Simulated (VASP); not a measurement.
Computed with PBE GGA with D4 dispersion, VASP's PBE PAW potentials (set 64) (plane waves; VASP).

The input files of a VASP run:

**INCAR**
```
SYSTEM = GaP
PREC = Accurate
ENCUT = 520
EDIFF = 1E-6
NELM = 100
ALGO = Normal
LREAL = .FALSE.
LASPH = .TRUE.
ISMEAR = 0
SIGMA = 0.05
GGA = PE
IVDW = 13
LMAXMIX = 4
LWAVE = .FALSE.
LCHARG = .FALSE.
IBRION = 2
ISIF = 3
NSW = 60
EDIFFG = -0.01
```

File POSCAR:
```
GaP
1
    0.0000000000     2.7250000000     2.7250000000
    2.7250000000     0.0000000000     2.7250000000
    2.7250000000     2.7250000000     0.0000000000
Ga P
1 1
Direct
  0.0000000000   0.0000000000   0.0000000000
  0.2500000000   0.2500000000   0.2500000000
```

KPOINTS:
```
K-points
0
G
 8 8 8
0 0 0
```

POTCAR, in this order: Ga_d P (PBE.64 set). Program: vasp_std.

Output of the run:

OSZICAR:
```
       N       E                     dE             d eps       ncg     rms          rms(c)
DAV:   1     0.803815470602E+02    0.80382E+02   -0.93590E+03   762   0.197E+03
DAV:   2    -0.287428860726E+01   -0.83256E+02   -0.80226E+02   819   0.342E+02
DAV:   3    -0.925200533066E+01   -0.63777E+01   -0.63473E+01   914   0.766E+01
DAV:   4    -0.938215317546E+01   -0.13015E+00   -0.13006E+00   934   0.117E+01
DAV:   5    -0.938535905743E+01   -0.32059E-02   -0.32058E-02   947   0.150E+00    0.425E+00
DAV:   6    -0.914210487078E+01    0.24325E+00   -0.46856E-01  1141   0.129E+01    0.280E+00
DAV:   7    -0.911537261386E+01    0.26732E-01   -0.11658E-01   968   0.255E+00    0.113E+00
DAV:   8    -0.911544373143E+01   -0.71118E-04   -0.14707E-02   894   0.183E+00    0.169E-01
DAV:   9    -0.911581307724E+01   -0.36935E-03   -0.16158E-03   966   0.702E-01    0.885E-02
DAV:  10    -0.911587517163E+01   -0.62094E-04   -0.12999E-04  1117   0.126E-01    0.409E-02
DAV:  11    -0.911594736293E+01   -0.72191E-04   -0.10607E-04   804   0.106E-01    0.621E-03
DAV:  12    -0.911594672193E+01    0.64101E-06   -0.42657E-06   954   0.350E-02
   1 F= -.99424509E+01 E0= -.99424509E+01  d E =-.994245E+01
       N       E                     dE             d eps       ncg     rms          rms(c)
DAV:   1    -0.914032754350E+01   -0.24380E-01   -0.48185E-01   999   0.147E+01    0.115E+00
DAV:   2    -0.911141628599E+01    0.28911E-01   -0.53784E-02   959   0.627E+00    0.514E-01
DAV:   3    -0.910430135547E+01    0.71149E-02   -0.81371E-03  1004   0.200E+00    0.125E-01
DAV:   4    -0.910364977337E+01    0.65158E-03   -0.83938E-04   845   0.427E-01    0.502E-02
DAV:   5    -0.910354565292E+01    0.10412E-03   -0.65438E-05  1013   0.121E-01    0.147E-02
DAV:   6    -0.910354451641E+01    0.11365E-05   -0.39500E-06   910   0.275E-02    0.708E-03
DAV:   7    -0.910354471533E+01   -0.19892E-06   -0.28856E-07   447   0.825E-03
   2 F= -.99430800E+01 E0= -.99430800E+01  d E =-.629103E-03
       N       E                     dE             d eps       ncg     rms          rms(c)
DAV:   1    -0.911432065281E+01   -0.10776E-01   -0.71974E-02   999   0.583E+00    0.435E-01
DAV:   2    -0.911012114403E+01    0.41995E-02   -0.74750E-03   959   0.218E+00    0.199E-01
DAV:   3    -0.910904670939E+01    0.10744E-02   -0.13336E-03   999   0.815E-01    0.455E-02
DAV:   4    -0.910895098436E+01    0.95725E-04   -0.12750E-04   883   0.181E-01    0.190E-02
DAV:   5    -0.910893341793E+01    0.17566E-04   -0.94069E-06   993   0.458E-02    0.637E-03
DAV:   6    -0.910893270984E+01    0.70809E-06   -0.72865E-07   402   0.151E-02
   3 F= -.99434510E+01 E0= -.99434510E+01  d E =-.100012E-02
```

### OUTCAR
```
------------------------ aborting loop because EDIFF is reached ----------------------------------------
  Edisp (eV):   -0.83452
  FORCE on cell =-STRESS in cart. coord.  units (eV):
  Direction    XX          YY          ZZ          XY          YZ          ZX
  --------------------------------------------------------------------------------------
  Total      -0.01422    -0.01422    -0.01422     0.00000     0.00000     0.00000
  in kB      -0.56850    -0.56850    -0.56850     0.00000     0.00000     0.00000
  external pressure =       -0.57 kB  Pullay stress =        0.00 kB
  volume of cell :       40.08
      direct lattice vectors                 reciprocal lattice vectors
    -0.000000000  2.716330888  2.716330888    -0.184071831  0.184071831  0.184071831
     2.716330888 -0.000000000  2.716330888     0.184071831 -0.184071831  0.184071831
     2.716330888  2.716330888 -0.000000000     0.184071831  0.184071831 -0.184071831
  FREE ENERGIE OF THE ION-ELECTRON SYSTEM (eV)
  ---------------------------------------------------
  free  energy   TOTEN  =        -9.9434510185 eV

  energy  without entropy=       -9.9434510185  energy(sigma->0) =       -9.94345102

 reached required accuracy - stopping structural energy minimisation
```
(Selected blocks of OUTCAR.)

File CONTCAR:
```
GaP
   1.00000000000000
    -0.0000000000000000    2.7163308875769783    2.7163308875769783
     2.7163308875769783   -0.0000000000000000    2.7163308875769783
     2.7163308875769783    2.7163308875769783   -0.0000000000000000
  Ga              P
     1     1
Direct
     0.0000000000000000    0.0000000000000000    0.0000000000000000
     0.2500000000000000    0.2500000000000000    0.2500000000000000
```

File OUTCAR:
```
 val. band max:        4.7534408656   @ k =   0.0000   0.0000   0.0000

 cond. band min:       6.3794887519   @ k =   0.3750   0.3750   0.0000


 Fermi energy:         4.9813914814

 k-point     1 :       0.0000    0.0000    0.0000
  band No.  band energies     occupation
      1      -9.8146      2.00000
      2      -9.8146      2.00000
      3      -9.8146      2.00000
      4      -9.7118      2.00000
      5      -9.7118      2.00000
      6      -7.8128      2.00000
      7       4.7534      2.00000
      8       4.7534      2.00000
      9       4.7534      2.00000
     10       6.6617      0.00000
     11       8.6401      0.00000
     12       8.6401      0.00000
     13       8.6401      0.00000

 k-point     2 :       0.1250    0.0000    0.0000
  band No.  band energies     occupation
      1      -9.8290      2.00000
      2      -9.8097      2.00000
      3      -9.8097      2.00000
      4      -9.7119      2.00000
      5      -9.7119      2.00000
      6      -7.6076      2.00000
      7       3.1236      2.00000
      8       4.5202      2.00000
      9       4.5202      2.00000
     10       7.2584      0.00000
     11       8.9944      0.00000
     12       8.9944      0.00000
     13       9.2479      0.00000

 k-point     3 :       0.2500    0.0000    0.0000
  band No.  band energies     occupation
      1      -9.8605      2.00000
      2      -9.7994      2.00000
      3      -9.7994      2.00000
      4      -9.7105      2.00000
      5      -9.7105      2.00000
      6      -7.0264      2.00000
      7       0.8567      2.00000
      8       4.0819      2.00000
      9       4.0819      2.00000
     10       6.9444      0.00000
     11       9.5043      0.00000
     12       9.5043      0.00000
     13      11.1570      0.00000

 k-point     4 :       0.3750    0.0000    0.0000
  band No.  band energies     occupation
      1      -9.8886      2.00000
      2      -9.7915      2.00000
      3      -9.7915      2.00000
...
```

The compound is GaP in the zinc blende structure. This run relaxes it. Symmetry was kept, so distortions that lower it aren't found.
